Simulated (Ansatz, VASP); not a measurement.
**One calculation of YLu2O4, two programs**

```
CELL_PARAMETERS angstrom
4.57955 0.00000 0.00000
0.00000 4.57955 0.00000
0.00000 0.00000 8.12366
ATOMIC_POSITIONS crystal
Y 0.00000 0.00000 0.00000
Lu 0.50000 0.50000 0.24830
Lu 0.50000 0.50000 0.75170
O 0.50000 0.50000 0.50000
O 0.50000 0.50000 0.00000
O 0.00000 0.50000 0.00000
O 0.50000 0.00000 0.00000
```

Alike in both runs: functional PBE; k mesh 4 × 4 × 3; occupations gaussian, width 0.2 eV; no spin polarisation.

Ansatz relaxed the structure, and its values are those at the end. VASP's run is a single point on that final structure, the one shown.

|  | VASP | Ansatz |
| --- | --- | --- |
| version | VASP 6.6.1 | Ansatz 0.2.0 |
| potentials or method | VASP PAW PBE potentials, release 64 (Y_sv, Lu, O) | scalar-relativistic, plane waves, PAW |
| plane-wave cutoff (eV) | 520 | 420 |
| valence electrons in the cell | 85 | 85 |

|  | VASP | Ansatz | Ansatz less VASP |
| --- | --- | --- | --- |
| gap on the k mesh at the Fermi level (eV) | none | none | - |
| pressure (GPa) | 0.4 | 0.1 | -0.32 |
| rms of the force components (eV/Å) | 0.013 | 0.006 | -0.0069 |

A gap of «none» marks a metal or a gap that the smearing closes.

Caveats: an odd number of electrons without spin polarisation forces a metal; a magnetic or distorted state may lie lower. Spin-orbit coupling is left out, which matters for the levels of Lu.
